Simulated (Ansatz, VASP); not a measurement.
# TiB2 in two plane-wave programs, part 2 of 2

Wanted: the spread between two codes on one cell, functional and k mesh. The cell is taken from a series of runs on this material, whose earlier steps may have relaxed, scaled, displaced or heated it; both programs get it as it stands.

VASP 6.6.1 and Ansatz 0.2.0.

So far: Set-up; Ansatz: zone-centre phonons, PBEsol.

### 3. VASP: zone-centre phonons, PBEsol

Level of this step: PBEsol; plane waves and PAW (B, Ti_sv) (VASP).

The same cell, functional, mesh and smearing now go to VASP, with its own data sets.

Lines of VASP's logs that name or quote its potential files are left out, and so is its time.

The input, INCAR:

```
SYSTEM = TiB2
PREC = Accurate
ENCUT = 500
EDIFF = 1E-08
NELM = 120
ISMEAR = 1
SIGMA = 0.2
LREAL = .FALSE.
ALGO = Normal
GGA = PS
NBANDS = 15
LASPH = .TRUE.
LORBIT = 11
LWAVE = .FALSE.
LCHARG = .FALSE.
ISIF = 2
IBRION = 8
GGA_COMPAT = .FALSE.
KPAR = 2
```

The input, POSCAR:

```
TiB2
1.0
    3.0090810587      0.0000000000      0.0000000000
   -1.5045405294      2.6059406389      0.0000000000
    0.0000000000      0.0000000000      3.2477893033
B Ti
2 1
Direct
    0.3333333333      0.6666666667      0.5000000000
    0.6666666667      0.3333333333      0.5000000000
    0.0000000000      0.0000000000      0.0000000000
```

The input, KPOINTS:

```
Automatic mesh
0
Gamma
15 15 16
0 0 0
```

PAW data sets: B and Ti_sv (PBE family, release 64).

The run is started by

```
> mpirun -np 2 vasp_std
```

Numbers of over 12 decimals in the logs are rounded to 6 here.

The log of the run:

```text
[banner, memory and clock lines left out]
running    2 mpi-ranks, on    1 nodes
 distrk:  each k-point on    1 cores,    2 groups
 distr:  one band on    1 cores,    1 groups

 POSCAR found type information on POSCAR B Ti
 POSCAR found :  2 types and       3 ions
|                                                                             |
|               ----> ADVICE to this user running VASP <----                  |
|                                                                             |
|     You enforced a specific xc type in the INCAR file but a different       |
|     [... a line on the potential file left out ...]
|     I HOPE YOU KNOW WHAT YOU ARE DOING!                                     |
|                                                                             |

 LDA part: xc-table for (Slater+PW92), standard interpolation
 POSCAR, INCAR and KPOINTS ok, starting setup
 FFT: planning ... GRIDC
 FFT: planning ... GRID_SOFT
 FFT: planning ... GRID
 WAVECAR not read
 entering main loop
       N       E                     dE             d eps       ncg     rms          rms(c)
DAV:   1     0.121120101819E+03    0.12112E+03   -0.88423E+03  7306   0.133E+03
DAV:   2    -0.233257865465E+02   -0.14445E+03   -0.13992E+03  7752   0.354E+02
DAV:   3    -0.307468347475E+02   -0.74210E+01   -0.73376E+01 10479   0.779E+01
DAV:   4    -0.309368547711E+02   -0.19002E+00   -0.18988E+00  9041   0.111E+01
DAV:   5    -0.309422976109E+02   -0.54428E-02   -0.54426E-02 10611   0.155E+00    0.171E+01
DAV:   6    -0.257759839380E+02    0.51663E+01   -0.21507E+01 10197   0.523E+01    0.382E+00
DAV:   7    -0.257803714894E+02   -0.43876E-02   -0.12059E+00  7781   0.126E+01    0.345E+00
DAV:   8    -0.257820708722E+02   -0.16994E-02   -0.94438E-02 12025   0.269E+00    0.733E-01
DAV:   9    -0.257794941609E+02    0.25767E-02   -0.36577E-02  9211   0.255E+00    0.219E-01
DAV:  10    -0.257791173995E+02    0.37676E-03   -0.34465E-03  9214   0.754E-01    0.904E-02
DAV:  11    -0.257790997198E+02    0.17680E-04   -0.22088E-04 10400   0.157E-01    0.539E-02
DAV:  12    -0.257790790063E+02    0.20713E-04   -0.79446E-05  8714   0.114E-01    0.138E-02
DAV:  13    -0.257790789235E+02    0.82814E-07   -0.47881E-06  9364   0.198E-02    0.204E-03
DAV:  14    -0.257790787487E+02    0.17485E-06   -0.50588E-07 10281   0.725E-03    0.665E-04
DAV:  15    -0.257790788066E+02   -0.57915E-07   -0.22953E-08  6959   0.185E-03    0.450E-04
DAV:  16    -0.257790788183E+02   -0.11773E-07   -0.29490E-09  4380   0.649E-04    0.622E-05
DAV:  17    -0.257790788203E+02   -0.19131E-08   -0.37722E-10  3932   0.226E-04
   1 F= -.25779079E+02 E0= -.25779092E+02  d E =0.405789E-04
 Linear response reoptimize wavefunctions to high precision
DAV:   1    -0.257790788193E+02    0.96361E-09   -0.78893E-11  4723   0.886E-05
DAV:   2    -0.257790788193E+02   -0.77307E-11   -0.12842E-11  3911   0.377E-05
 Linear response DOF=           4
 Linear response progress:
  Degree of freedom:   1/  4
       N       E                     dE             d eps       ncg     rms          rms(c)
RMM:   1    -0.501306050376E-01   -0.50131E-01   -0.26723E-02 70709   0.137E+00
RMM:   2    -0.446664788294E-01    0.54641E-02   -0.29401E-03 58682   0.363E-01    0.165E-01
RMM:   3    -0.445066947158E-01    0.15978E-03   -0.10860E-03 59465   0.184E-01    0.823E-02
RMM:   4    -0.450749179037E-01   -0.56822E-03   -0.77372E-04 59150   0.142E-01    0.896E-03
RMM:   5    -0.450632904574E-01    0.11627E-04   -0.13907E-04 71532   0.536E-02    0.329E-03
RMM:   6    -0.450869213183E-01   -0.23631E-04   -0.32273E-05 74743   0.229E-02    0.135E-03
RMM:   7    -0.450802720452E-01    0.66493E-05   -0.57827E-06 72899   0.944E-03    0.436E-04
RMM:   8    -0.450856248357E-01   -0.53528E-05   -0.13413E-06 74685   0.451E-03    0.215E-04
RMM:   9    -0.450841787940E-01    0.14460E-05   -0.17031E-07 74902   0.220E-03    0.734E-05
RMM:  10    -0.450844440415E-01   -0.26525E-06   -0.29052E-07 75889   0.110E-03    0.188E-05
RMM:  11    -0.450845623827E-01   -0.11834E-06   -0.61201E-08 76701   0.558E-04    0.151E-05
RMM:  12    -0.450845857397E-01   -0.23357E-07   -0.45532E-08 74648   0.306E-04    0.191E-05
RMM:  13    -0.450845418862E-01    0.43853E-07   -0.18393E-08 74477   0.169E-04    0.541E-06
RMM:  14    -0.450845431271E-01   -0.12409E-08   -0.14949E-08 78389   0.943E-05    0.329E-06
 first order change of Fermi-energy   0.65695E-04
 force on displaced ion       1 direction 1 : -20.301   0.000   0.000
 Linear response progress:
  Degree of freedom:   2/  4
       N       E                     dE             d eps       ncg     rms          rms(c)
RMM:   1    -0.464048804733E-01   -0.46405E-01    0.12187E-02 23543   0.173E+00
RMM:   2    -0.444246984092E-01    0.19802E-02   -0.24704E-03 21684   0.352E-01    0.125E-01
RMM:   3    -0.443569297484E-01    0.67769E-04   -0.10628E-03 22159   0.186E-01    0.603E-02
RMM:   4    -0.447714928834E-01   -0.41456E-03   -0.55231E-04 22683   0.128E-01    0.124E-02
RMM:   5    -0.448148197991E-01   -0.43327E-04   -0.11362E-04 25599   0.540E-02    0.363E-03
RMM:   6    -0.448439726350E-01   -0.29153E-04   -0.22335E-05 26617   0.241E-02    0.146E-03
RMM:   7    -0.448305425666E-01    0.13430E-04   -0.52553E-06 26058   0.111E-02    0.558E-04
RMM:   8    -0.448326984549E-01   -0.21559E-05   -0.15005E-06 26915   0.555E-03    0.191E-04
RMM:   9    -0.448330843471E-01   -0.38589E-06   -0.78444E-07 26880   0.266E-03    0.132E-04
RMM:  10    -0.448331022485E-01   -0.17901E-07   -0.55669E-07 26361   0.135E-03    0.690E-05
RMM:  11    -0.448335248430E-01   -0.42259E-06   -0.48470E-07 26548   0.682E-04    0.308E-05
RMM:  12    -0.448334951576E-01    0.29685E-07   -0.20149E-07 27483   0.368E-04    0.598E-06
RMM:  13    -0.448334931246E-01    0.20330E-08   -0.15436E-07 27600   0.187E-04    0.906E-06
RMM:  14    -0.448334833439E-01    0.97806E-08   -0.67841E-08 26541   0.107E-04    0.111E-05
 first order change of Fermi-energy  -0.24810E-03
 force on displaced ion       1 direction 3 :  -0.000  -0.000  -9.592
 Linear response progress:
  Degree of freedom:   3/  4
       N       E                     dE             d eps       ncg     rms          rms(c)
RMM:   1    -0.689603198512E+00   -0.68960E+00    0.54962E+00 17504   0.136E+02
RMM:   2    -0.652823280091E+00    0.36780E-01   -0.33217E-01 29054   0.513E+00    0.181E-01
RMM:   3    -0.650787268956E+00    0.20360E-02   -0.22272E-02 34210   0.123E+00    0.795E-02
RMM:   4    -0.650419987318E+00    0.36728E-03   -0.12616E-02 38222   0.561E-01    0.187E-02
RMM:   5    -0.651214988960E+00   -0.79500E-03   -0.11274E-03 39378   0.191E-01    0.102E-02
RMM:   6    -0.651534883396E+00   -0.31989E-03   -0.28376E-04 40593   0.825E-02    0.426E-03
RMM:   7    -0.651700521539E+00   -0.16564E-03   -0.70693E-05 39950   0.374E-02    0.121E-03
RMM:   8    -0.651748115126E+00   -0.47594E-04   -0.23685E-05 41361   0.169E-02    0.234E-04
RMM:   9    -0.651756284735E+00   -0.81696E-05   -0.14553E-05 42417   0.884E-03    0.118E-04
RMM:  10    -0.651759161171E+00   -0.28764E-05   -0.96886E-06 42610   0.478E-03    0.118E-04
RMM:  11    -0.651758718044E+00    0.44313E-06   -0.34473E-06 43226   0.299E-03    0.190E-04
RMM:  12    -0.651755891604E+00    0.28264E-05   -0.77693E-07 41165   0.206E-03    0.297E-04
RMM:  13    -0.651759833291E+00   -0.39417E-05    0.73398E-07 38527   0.155E-03    0.201E-04
RMM:  14    -0.651760646385E+00   -0.81309E-06    0.10239E-06 42278   0.121E-03    0.190E-04
[...]
RMM:  29    -0.651767905947E+00   -0.81339E-08   -0.46023E-07 16452   0.185E-04    0.912E-06
RMM:  30    -0.651767907038E+00   -0.10911E-08   -0.43645E-07 16727   0.169E-04    0.108E-05
RMM:  31    -0.651767911523E+00   -0.44855E-08   -0.39546E-07 14631   0.154E-04    0.121E-05
RMM:  32    -0.651767912870E+00   -0.13463E-08   -0.37040E-07 16118   0.140E-04    0.134E-05
RMM:  33    -0.651767917238E+00   -0.43681E-08   -0.33040E-07 14017   0.128E-04    0.143E-05
RMM:  34    -0.651767917077E+00    0.16021E-09   -0.31067E-07 14749   0.117E-04    0.151E-05
RMM:  35    -0.651767921954E+00   -0.48765E-08   -0.28236E-07 13529   0.107E-04    0.161E-05
RMM:  36    -0.651767923346E+00   -0.13919E-08   -0.26842E-07 14516   0.977E-05    0.168E-05
 first order change of Fermi-energy   0.37344E-03
 force on displaced ion       3 direction 1 : -14.394   0.000   0.000
 Linear response progress:
  Degree of freedom:   4/  4
       N       E                     dE             d eps       ncg     rms          rms(c)
RMM:   1    -0.811704056496E+00   -0.81170E+00   -0.33751E+00  7503   0.131E+02
RMM:   2    -0.762011830454E+00    0.49692E-01   -0.31001E-01 11946   0.473E+00    0.196E-01
RMM:   3    -0.760789589468E+00    0.12222E-02   -0.23291E-02 13929   0.117E+00    0.882E-02
RMM:   4    -0.761194029615E+00   -0.40444E-03   -0.16355E-02 15270   0.577E-01    0.259E-02
RMM:   5    -0.762063752523E+00   -0.86972E-03   -0.14732E-03 16197   0.191E-01    0.219E-02
RMM:   6    -0.763745556376E+00   -0.16818E-02   -0.26999E-04 13904   0.102E-01    0.177E-02
RMM:   7    -0.763097014293E+00    0.64854E-03   -0.84526E-05 14785   0.463E-02    0.103E-03
RMM:   8    -0.763113530716E+00   -0.16516E-04   -0.26655E-05 16587   0.209E-02    0.553E-04
RMM:   9    -0.763124420212E+00   -0.10889E-04   -0.10342E-05 17099   0.103E-02    0.230E-04
RMM:  10    -0.763124583374E+00   -0.16316E-06   -0.75524E-06 17342   0.569E-03    0.158E-04
RMM:  11    -0.763127308297E+00   -0.27249E-05   -0.74554E-06 16731   0.334E-03    0.107E-04
RMM:  12    -0.763129811487E+00   -0.25032E-05   -0.60097E-06 17059   0.227E-03    0.687E-05
RMM:  13    -0.763135452769E+00   -0.56413E-05   -0.51664E-06 15743   0.171E-03    0.622E-05
RMM:  14    -0.763133324464E+00    0.21283E-05   -0.43518E-06 16324   0.130E-03    0.118E-05
RMM:  15    -0.763133543487E+00   -0.21902E-06   -0.39245E-06 17059   0.101E-03    0.140E-05
RMM:  16    -0.763133103344E+00    0.44014E-06   -0.30996E-06 16501   0.840E-04    0.307E-05
RMM:  17    -0.763133117704E+00   -0.14359E-07   -0.30668E-06 17442   0.700E-04    0.344E-05
RMM:  18    -0.763133235764E+00   -0.11806E-06   -0.23656E-06 16444   0.596E-04    0.364E-05
RMM:  19    -0.763133216506E+00    0.19258E-07   -0.21003E-06 16095   0.512E-04    0.404E-05
RMM:  20    -0.763133395270E+00   -0.17876E-06   -0.17672E-06 14749   0.449E-04    0.373E-05
 first order change of Fermi-energy   0.20150E-02
 force on displaced ion       3 direction 3 :  -0.000  -0.000 -14.069
 Linear response finished
```

OUTCAR, selected parts (step 3):

```text
ion  position               nearest neighbor table
   1  0.333  0.667  0.500-   2 1.74   2 1.74   2 1.74   3 2.38   3 2.38   3 2.38   3 2.38   3 2.38
                             3 2.38
   2  0.667  0.333  0.500-   1 1.74   1 1.74   1 1.74   3 2.38   3 2.38   3 2.38   3 2.38   3 2.38
                             3 2.38
   3  0.000  0.000  0.000-   1 2.38   2 2.38   1 2.38   2 2.38   2 2.38   2 2.38   1 2.38   1 2.38
                             2 2.38   2 2.38   1 2.38   1 2.38

  LATTYP: Found a hexagonal cell.
 ALAT       =     3.0090810587
 C/A-ratio  =     1.0793292836

 Subroutine GETGRP returns: Found 24 space group operations
 (whereof 24 operations were pure point group operations)

The static configuration has the point symmetry D_6h.

 Found    243 irreducible k-points:

   k-points           NKPTS =    243   k-points in BZ     NKDIM =    243   number of bands    NBANDS=     15

   dimension x,y,z NGX =    24 NGY =   24 NGZ =   24
   dimension x,y,z NGXF=    48 NGYF=   48 NGZF=   48

   ENCUT  =  500.0 eV  36.75 Ry    6.06 a.u.   5.49  5.49  5.92*2*pi/ulx,y,z

   NELECT =      18.0000    total number of electrons

 k-points in reciprocal lattice and weights: Automatic mesh
   0.00000000  0.00000000  0.00000000       0.000
   0.06666667  0.00000000  0.00000000       0.002
   0.13333333  0.00000000  0.00000000       0.002
   0.20000000  0.00000000  0.00000000       0.002
   0.26666667  0.00000000  0.00000000       0.002
   0.33333333  0.00000000  0.00000000       0.002
   0.40000000  0.00000000  0.00000000       0.002
   0.46666667  0.00000000  0.00000000       0.002
   0.06666667  0.06666667  0.00000000       0.002
[...]
0.33333333  0.26666667  0.50000000       0.003
   0.33333333  0.33333333  0.50000000       0.001

 average (electrostatic) potential at core
       1 -22.3033       2 -22.3033       3 -70.6576

  Total        0.0666847      0.0666847     -1.3092284     -0.0000000      0.0000000      0.0000000
  in kB        4.1951821      4.1951821    -82.3644420     -0.0000000      0.0000000      0.0000000
  external PRESSURE =     -24.6580259 kB  Pullay stress =       0.0000000 kB

  energy-cutoff  :      500.00
  volume of cell :       25.47
      direct lattice vectors                 reciprocal lattice vectors
     3.009081059  0.000000000  0.000000000     0.332327372  0.191869298  0.000000000
    -1.504540529  2.605940639  0.000000000     0.000000000  0.383738595  0.000000000
     0.000000000  0.000000000  3.247789303     0.000000000  0.000000000  0.307901747

 POSITION                                       TOTAL-FORCE (eV/Angst)
 -----------------------------------------------------------------------------------
     -0.00000      1.73729      1.62389        -0.000000      0.000000      0.000000
      1.50454      0.86865      1.62389         0.000000     -0.000000     -0.000000
      0.00000      0.00000      0.00000        -0.000000      0.000000      0.000000
 -----------------------------------------------------------------------------------
    total drift:                               -0.000000      0.000000      0.000000

 Eigenvectors and eigenvalues of the dynamical matrix
 ----------------------------------------------------

   1 f  =   27.485304 THz   172.695258 2PiTHz  916.811053 cm-1   113.670032 meV
             X         Y         Z           dx          dy          dz
     -0.000000  1.737294  1.623895    -0.400342    0.582860   -0.000000
      1.504541  0.868647  1.623895     0.400342   -0.582860    0.000000
      0.000000  0.000000  0.000000     0.000000   -0.000000   -0.000000

   2 f  =   27.485304 THz   172.695258 2PiTHz  916.811053 cm-1   113.670032 meV
             X         Y         Z           dx          dy          dz
     -0.000000  1.737294  1.623895    -0.582860   -0.400342   -0.000000
      1.504541  0.868647  1.623895     0.582860    0.400342    0.000000
      0.000000  0.000000  0.000000    -0.000000    0.000000    0.000000

   3 f  =   16.584927 THz   104.206173 2PiTHz  553.213632 cm-1    68.589718 meV
             X         Y         Z           dx          dy          dz
     -0.000000  1.737294  1.623895     0.000000   -0.000000    0.707107
      1.504541  0.868647  1.623895     0.000000   -0.000000   -0.707107
      0.000000  0.000000  0.000000    -0.000000    0.000000    0.000000

   4 f  =   15.359566 THz    96.507000 2PiTHz  512.339974 cm-1    63.522032 meV
             X         Y         Z           dx          dy          dz
     -0.000000  1.737294  1.623895    -0.332205    0.483657    0.000000
      1.504541  0.868647  1.623895    -0.332205    0.483657    0.000000
      0.000000  0.000000  0.000000     0.315957   -0.460002   -0.000000

   5 f  =   15.359566 THz    96.507000 2PiTHz  512.339974 cm-1    63.522032 meV
             X         Y         Z           dx          dy          dz
     -0.000000  1.737294  1.623895     0.483657    0.332205    0.000000
      1.504541  0.868647  1.623895     0.483657    0.332205    0.000000
      0.000000  0.000000  0.000000    -0.460002   -0.315957   -0.000000

   6 f  =   15.180197 THz    95.379990 2PiTHz  506.356862 cm-1    62.780221 meV
             X         Y         Z           dx          dy          dz
     -0.000000  1.737294  1.623895    -0.000000   -0.000000    0.586667
      1.504541  0.868647  1.623895    -0.000000   -0.000000    0.586667
      0.000000  0.000000  0.000000     0.000000    0.000000   -0.558250

   7 f/i=    0.005499 THz     0.034554 2PiTHz    0.183443 cm-1     0.022744 meV
             X         Y         Z           dx          dy          dz
     -0.000000  1.737294  1.623895    -0.388838   -0.067230    0.000000
      1.504541  0.868647  1.623895    -0.388838   -0.067230    0.000000
      0.000000  0.000000  0.000000    -0.817669   -0.141375    0.000000

   8 f/i=    0.005499 THz     0.034554 2PiTHz    0.183443 cm-1     0.022744 meV
             X         Y         Z           dx          dy          dz
     -0.000000  1.737294  1.623895     0.067230   -0.388838    0.000000
      1.504541  0.868647  1.623895     0.067230   -0.388838    0.000000
      0.000000  0.000000  0.000000     0.141375   -0.817669    0.000000

   9 f/i=    0.008925 THz     0.056077 2PiTHz    0.297704 cm-1     0.036911 meV
             X         Y         Z           dx          dy          dz
     -0.000000  1.737294  1.623895    -0.000000    0.000000    0.394743
      1.504541  0.868647  1.623895    -0.000000    0.000000    0.394743
      0.000000  0.000000  0.000000    -0.000000    0.000000    0.829673

 ELASTIC MODULI CONTR FROM IONIC RELAXATION (kBar)
 Direction    XX          YY          ZZ          XY          YZ          ZX
 --------------------------------------------------------------------------------
 XX         -75.0245     75.0245      0.0000      0.0000      0.0000      0.0000
 YY          75.0245    -75.0245      0.0000      0.0000      0.0000      0.0000
 ZZ           0.0000      0.0000     -0.0000     -0.0000      0.0000      0.0000
 XY           0.0000      0.0000     -0.0000    -75.0245      0.0000      0.0000
 YZ           0.0000      0.0000      0.0000      0.0000      0.0000      0.0000
 ZX           0.0000      0.0000      0.0000      0.0000      0.0000      0.0000
 --------------------------------------------------------------------------------
```

### 4. Differences

Known differences besides the potentials themselves: the cutoff is 420 eV in Ansatz and 500 eV in VASP; Ansatz makes its cores anew for this functional, VASP keeps those of its PBE data sets. Total energies have different zeros and are not compared.

Compared:

| quantity | Ansatz | VASP | difference |
| --- | --- | --- | --- |
| optical mode 1 (cm⁻¹) | 505.0 | 506.4 | -0.26 % |
| optical mode 2 to 3 (cm⁻¹) | 512.1 | 512.3 | -0.04 % |
| optical mode 4 (cm⁻¹) | 551.1 | 553.2 | -0.38 % |
| optical mode 5 to 6 (cm⁻¹) | 912.6 | 916.8 | -0.46 % |

Modes are paired by rising frequency, not by their patterns, so a pair may set unlike modes beside each other; they are those without the splitting of longitudinal modes.

### 5. What came out

| Item | Value |
| --- | --- |
| r.m.s. difference of the optical zone-centre modes, each program's sorted by frequency (zone-centre phonons, PBEsol) | 2.6 cm⁻¹ |

In words: The r.m.s. difference of the optical zone-centre modes, each program's sorted by frequency is 2.6 cm⁻¹ (zone-centre phonons, PBEsol). How closely two codes agree says nothing of how well the functional describes the real material.

[Lines on the potential files, build, host, timing and source positions are cut from VASP's logs without a mark.]

[Logs are printed without paths, hosts, clocks, repeated set-up lines and the standing remarks that a program may print on its own settings, such as how far it seeks lower states.]

[Hosts, paths, dates, database ids (printed as entryN), source tags and the programs' standing remarks are cut or masked in the printed files.]
